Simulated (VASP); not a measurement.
The input files of a VASP run:

KPOINTS:
```
Regular mesh
0
G
  9 9 9
0 0 0
```

File POSCAR:
```
Si
1
    0.0000000000     2.5451085998     2.5451085998
    2.5451085998     0.0000000000     2.5451085998
    2.5451085998     2.5451085998     0.0000000000
Si
2
Direct
  0.0000000000   0.0000000000   0.0000000000
  0.2500000000   0.2500000000   0.2500000000
```

### INCAR
```
! general
SYSTEM  = Si
PREC    = Accurate
ENCUT   = 500
LREAL   = .FALSE.
LASPH   = .TRUE.

! electronic loop
EDIFF   = 1E-6
NELM    = 100
ALGO    = Normal

! smearing
ISMEAR  = 0
SIGMA   = 0.05

! functional
GGA     = PE

! ions
IBRION  = 2
NSW     = 40
ISIF    = 3
EDIFFG  = -0.02
PSTRESS = 450

! output
LWAVE   = .FALSE.
LCHARG  = .FALSE.
```

POTCAR, in this order: Si (PBE.64 set). Program: vasp_std.

**Question.** Write an equivalent input for Quantum ESPRESSO's pw.x.

**Answer.** One equivalent input (not run):
```
&CONTROL
  calculation = 'vc-relax'
  pseudo_dir = './pseudo'
  outdir = './out'
  tprnfor = .true.
  tstress = .true.
  nstep = 40
  forc_conv_thr = 0.00078
/
&SYSTEM
  ibrav = 0
  nat = 2
  ntyp = 1
  ecutwfc = 36
  occupations = 'smearing'
  smearing = 'gaussian'
  degauss = 0.003675
  input_dft = 'pbe'
/
&ELECTRONS
  conv_thr = 7.3e-08
  electron_maxstep = 100
/
&IONS
/
&CELL
  press = 450
/
ATOMIC_SPECIES
  Si 28.085 Si.upf
CELL_PARAMETERS angstrom
     0.0000000    2.5451086    2.5451086
     2.5451086    0.0000000    2.5451086
     2.5451086    2.5451086    0.0000000
ATOMIC_POSITIONS crystal
  Si   0.0000000  0.0000000  0.0000000
  Si   0.2500000  0.2500000  0.2500000
K_POINTS automatic
  9 9 9 0 0 0
```
What does not carry over: the potentials are each code's own (VASP's PAW set, PseudoDojo norm-conserving files in pw.x), so ENCUT and ecutwfc are chosen apart and not converted; conv_thr bounds pw.x's estimated SCF error, while EDIFF bounds the energy change between steps; forc_conv_thr acts on force components and is met together with etot_conv_thr.

The compound is Si in the diamond structure. This run relaxes it under an external pressure of 45 GPa. Symmetry was kept, so distortions that lower it aren't found.
